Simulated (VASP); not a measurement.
Input of a VASP 6.6.1 run:

The input INCAR:

```
SYSTEM = LaAgSb2
ALGO = Normal
EDIFF = 1E-6
EDIFFG = -0.01
ENCUT = 600
GGA = CA
IBRION = 2
ISIF = 3
ISMEAR = 1
KPAR = 2
LASPH = .TRUE.
LCHARG = .FALSE.
LREAL = .FALSE.
LWAVE = .FALSE.
NELM = 80
NSW = 90
PREC = Accurate
SIGMA = 0.1
```

File KPOINTS:

```
k-points
0
G
  8 8 4
  0 0 0
```

Contents of POSCAR:

```
LaAgSb2
1.0
    4.4034617500      0.0000000000      0.0000000000
    0.0000000000      4.4034617500      0.0000000000
    0.0000000000      0.0000000000     11.0668197600
La Ag Sb
2 2 4
Direct
    0.0000000000      0.5000000000      0.2629930000
    0.5000000000      0.0000000000      0.7370070000
    0.0000000000      0.0000000000      0.0000000000
    0.5000000000      0.5000000000      0.0000000000
    0.0000000000      0.5000000000      0.8333123600
    0.5000000000      0.0000000000      0.1666876400
    0.0000000000      0.0000000000      0.5000000000
    0.5000000000      0.5000000000      0.5000000000
```

Potentials or basis: VASP PAW LDA potentials, release 64 (La, Ag, Sb).

Launch:

```console
$ cat potpaw_LDA.64/La/POTCAR potpaw_LDA.64/Ag/POTCAR potpaw_LDA.64/Sb/POTCAR > POTCAR
$ mpirun -np 2 vasp_std > vasp.out
```

Task: What does it give for the space group after relaxing (to 0.05 Å)?

Result: P4/nmm (No. 129).

Task: Estimate the relaxed cell.

Result: a = 4.341 Å, b = 4.341 Å, c = 10.585 Å, α = 90.00°, β = 90.00°, γ = 90.00°.

Task: Predict the band gap on the k mesh.

Result: None (metal or under the smearing width).

Task: Predict the relaxed volume.

Result: 24.93 Å³/atom.

Step by step:
```csv
step,energy change (eV),largest force (eV/Å),pressure (GPa),volume (Å³)
1,0.0000,0.2154,-4.71,214.59
2,-0.0993,0.3979,4.44,191.01
3,-0.2237,0.2060,0.00,200.52
4,-0.2236,0.2049,0.10,200.25
5,-0.2367,0.1846,0.12,199.91
6,-0.2494,0.1336,0.16,199.05
7,-0.2521,0.0286,-0.22,199.96
8,-0.2521,0.0345,-0.21,199.90
9,-0.2521,0.0346,0.18,198.95
10,-0.2526,0.0024,0.00,199.42
```

Spin-orbit coupling is left out, which matters for the levels of La, Sb.
